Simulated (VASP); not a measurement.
Calculation: PBEsol GGA, VASP's PBE PAW potentials (set 64) (plane waves; VASP 6.6.1).

Input for VASP

### INCAR
```
# general
SYSTEM  = GaGePt6
PREC    = Accurate
ENCUT   = 300
LREAL   = .FALSE.
LASPH   = .TRUE.

# electronic loop
EDIFF   = 1E-6
NELM    = 100
ALGO    = Normal
LMAXMIX = 6

# smearing
ISMEAR  = 0
SIGMA   = 0.2

# functional
GGA     = PS

# ions
ISIF    = 2

# output
LWAVE   = .FALSE.
LCHARG  = .FALSE.
```

KPOINTS:
```
Automatic
0
G
 5 5 5
0 0 0
```

**POSCAR**
```
GaGePt6
5.4608980
 -0.4954009396   0.4954009396   0.7135515075
  0.4954009396  -0.4954009396   0.7135515075
  0.4954009396   0.4954009396  -0.7135515075
Ga Ge Pt
1 1 6
Direct
  0.0000000000   0.0000000000   0.0000000000
  0.5000000000   0.5000000000   0.0000000000
  0.9434300000   0.9434300000   0.3958800000
  0.0565700000   0.4524500000   0.0000000000
  0.5475500000   0.5475500000   0.6041200000
  0.4524500000   0.0565700000   0.0000000000
  0.5000000000   0.0000000000   0.5000000000
  0.0000000000   0.5000000000   0.5000000000
```

POTCAR, in this order: Ga_d Ge_d Pt (PBE.64 set). Program: vasp_std.

What VASP printed:

File OUTCAR:
```
 ion  position               nearest neighbor table
   1  0.000  0.000  0.000-   3 2.50   4 2.50   5 2.50   6 2.50   7 2.71   8 2.71   8 2.71   7 2.71
                             3 3.00   5 3.00   6 3.00   4 3.00
   2  0.500  0.500  0.000-   4 2.44   5 2.44   6 2.44   3 2.44   7 2.71   8 2.71   7 2.71   8 2.71
                             5 3.05   6 3.05   4 3.05   3 3.05
   3  0.943  0.943  0.396-   2 2.44   1 2.50   7 2.73   8 2.73   4 2.76   6 2.76   6 2.76   4 2.76
                             7 2.78   8 2.78   1 3.00   5 3.03   2 3.05
   4  0.057  0.452  0.000-   2 2.44   1 2.50   7 2.73   8 2.73   3 2.76   5 2.76   3 2.76   5 2.76
                             8 2.78   7 2.78   1 3.00   6 3.03   2 3.05
   5  0.548  0.548  0.604-   2 2.44   1 2.50   7 2.73   8 2.73   4 2.76   6 2.76   4 2.76   6 2.76
                             7 2.78   8 2.78   1 3.00   3 3.03   2 3.05
   6  0.452  0.057  0.000-   2 2.44   1 2.50   8 2.73   7 2.73   3 2.76   5 2.76   5 2.76   3 2.76
                             8 2.78   7 2.78   1 3.00   4 3.03   2 3.05
   7  0.500  0.000  0.500-   1 2.71   2 2.71   2 2.71   1 2.71   6 2.73   5 2.73   4 2.73   3 2.73
                             3 2.78   4 2.78   6 2.78   5 2.78
   8  0.000  0.500  0.500-   1 2.71   2 2.71   1 2.71   2 2.71   4 2.73   5 2.73   3 2.73   6 2.73
                             3 2.78   5 2.78   4 2.78   6 2.78
  LATTYP: Found a body centered tetragonal cell.
 ALAT       =     5.4106680000
 C/A-ratio  =     1.4403515425
 Subroutine PRICEL returns:
 Original cell was already a primitive cell.
 Subroutine GETGRP returns: Found  8 space group operations
The static configuration has the point symmetry D_2d.
The dynamic configuration has the point symmetry D_2d.
 Subroutine INISYM returns: Found  8 space group operations
 Subroutine IBZKPT returns following result:
 Found     18 irreducible k-points:

 Following reciprocal coordinates:
            Coordinates               Weight
  0.000000  0.000000  0.000000      1.000000
  0.200000  0.000000 -0.000000      8.000000
  0.400000  0.000000 -0.000000      8.000000
  0.200000  0.200000 -0.000000      8.000000
  0.400000  0.200000 -0.000000     16.000000
 -0.400000  0.200000  0.000000     16.000000
 -0.200000  0.200000  0.000000      4.000000
  0.400000  0.400000 -0.000000      8.000000
 -0.400000  0.400000  0.000000      4.000000
...
```

OSZICAR:
```
       N       E                     dE             d eps       ncg     rms          rms(c)
DAV:   1     0.702995694625E+03    0.70300E+03   -0.28616E+04  2448   0.222E+03
DAV:   2     0.484782726208E+02   -0.65452E+03   -0.62746E+03  1984   0.617E+02
DAV:   3    -0.504822071260E+02   -0.98960E+02   -0.94232E+02  2092   0.148E+02
DAV:   4    -0.558508183140E+02   -0.53686E+01   -0.52662E+01  2208   0.397E+01
DAV:   5    -0.560182136145E+02   -0.16740E+00   -0.16696E+00  2476   0.684E+00    0.331E+01
DAV:   6    -0.535212321109E+02    0.24970E+01   -0.71286E+00  2068   0.133E+01    0.161E+01
DAV:   7    -0.532522363331E+02    0.26900E+00   -0.47334E-01  2716   0.621E+00    0.639E+00
DAV:   8    -0.532175171917E+02    0.34719E-01   -0.10447E-01  2432   0.209E+00    0.731E-01
DAV:   9    -0.532114212934E+02    0.60959E-02   -0.25596E-02  2180   0.138E+00    0.289E-01
DAV:  10    -0.532105741975E+02    0.84710E-03   -0.58688E-03  2668   0.781E-01    0.844E-02
DAV:  11    -0.532105792236E+02   -0.50261E-05   -0.41023E-04  2536   0.169E-01    0.361E-02
DAV:  12    -0.532105783645E+02    0.85908E-06   -0.36923E-05  2712   0.450E-02    0.109E-02
DAV:  13    -0.532105793439E+02   -0.97937E-06   -0.18849E-06  1388   0.871E-03
   1 F= -.53210579E+02 E0= -.53168244E+02  d E =-.846714E-01
```

### OUTCAR
```
------------------------ aborting loop because EDIFF is reached ----------------------------------------
  FORCE on cell =-STRESS in cart. coord.  units (eV):
  Direction    XX          YY          ZZ          XY          YZ          ZX
  --------------------------------------------------------------------------------------
  Total        7.4286900      7.4286900      9.3993015      0.0000000      0.0000000      0.0000000
  in kB      104.3353922    104.3353922    132.0124828      0.0000000      0.0000000      0.0000000
  external PRESSURE =     113.5610891 kB  Pullay stress =       0.0000000 kB
  volume of cell :      114.08
      direct lattice vectors                 reciprocal lattice vectors
    -2.705334000  2.705334000  3.896632000     0.000000000  0.184820063  0.128315941
     2.705334000 -2.705334000  3.896632000     0.184820063  0.000000000  0.128315941
     2.705334000  2.705334000 -3.896632000     0.184820063  0.184820063  0.000000000
 POSITION                                       TOTAL-FORCE (eV/Angst)
 -----------------------------------------------------------------------------------
      0.00000      0.00000      0.00000         0.000000      0.000000      0.000000
      0.00000      0.00000      3.89663         0.000000      0.000000      0.000000
      1.07099      1.07099      5.80980         0.212230      0.212230      0.140628
      1.07099     -1.07099      1.98346         0.212230     -0.212230     -0.140628
      1.63435      1.63435      1.91317        -0.212230     -0.212230      0.140628
     -1.07099      1.07099      1.98346        -0.212230      0.212230     -0.140628
      0.00000      2.70533      0.00000        -0.000000      0.000000     -0.000000
      2.70533      0.00000      0.00000         0.000000      0.000000      0.000000
 -----------------------------------------------------------------------------------
    total drift:                               -0.000013     -0.000013     -0.000014
  FREE ENERGIE OF THE ION-ELECTRON SYSTEM (eV)
  ---------------------------------------------------
  free  energy   TOTEN  =       -53.2105793439 eV

  energy  without entropy=      -53.1259079120  energy(sigma->0) =      -53.16824363
```
(Selected blocks of OUTCAR.)

File OUTCAR:
```
 val. band max:       11.3678905832   @ k =   0.4000   0.4000  -0.0000

 cond. band min:      11.4138842066   @ k =  -0.2000   0.2000   0.0000


 Fermi energy:        11.3778567569

 k-point     1 :       0.0000    0.0000    0.0000
  band No.  band energies     occupation
      1     -13.7749      2.00000
      2     -13.7633      2.00000
      3     -13.7587      2.00000
      4     -13.7587      2.00000
      5     -13.7404      2.00000
      6      -3.4971      2.00000
      7      -3.4927      2.00000
      8      -3.4927      2.00000
      9      -3.4722      2.00000
     10      -3.4532      2.00000
     11      -1.2429      2.00000
     12       1.6133      2.00000
     13       3.8325      2.00000
     14       4.7416      2.00000
     15       4.7500      2.00000
     16       4.7500      2.00000
     17       5.2459      2.00000
     18       5.3365      2.00000
     19       5.3365      2.00000
     20       5.4245      2.00000
     21       6.1557      2.00000
     22       6.7287      2.00000
     23       6.7287      2.00000
     24       7.2193      2.00000
     25       7.5031      2.00000
     26       8.1437      2.00000
     27       8.1437      2.00000
     28       8.2662      2.00000
     29       8.4752      2.00000
     30       8.4752      2.00000
     31       8.6450      2.00000
     32       8.7701      2.00000
     33       8.7701      2.00000
     34       8.8829      2.00000
     35       8.9228      2.00000
     36       9.0430      2.00000
     37       9.4384      2.00000
     38      10.0512      2.00000
     39      10.0512      2.00000
     40      10.2238      2.00000
     41      10.5331      2.00000
     42      10.8126      1.99994
     43      11.1565      1.88255
     44      11.8063      0.00245
     45      11.8063      0.00245
     46      12.2201      0.00000
     47      12.5407      0.00000
     48      12.5407      0.00000
     49      12.7908      0.00000
     50      15.0404      0.00000
     51      15.7121      0.00000
...
```

At this cut-off the stress carries a Pulay error, which pulls relaxed volumes low. Unless said otherwise, spin-orbit coupling is left out, though it shifts the bands of the heavy elements here.

The structure comes from a computed database's GaGePt6 entry (I-42m); how it stands against other phases isn't given here. The cell was not relaxed at this level, and its volume differs by -5.9 % from the start's. The k-mesh is coarse (spacing up to 0.33 per Å, 2π included), so the numbers may not be converged in it. The electron count is odd and the run is not spin-polarised, which forces a metal.
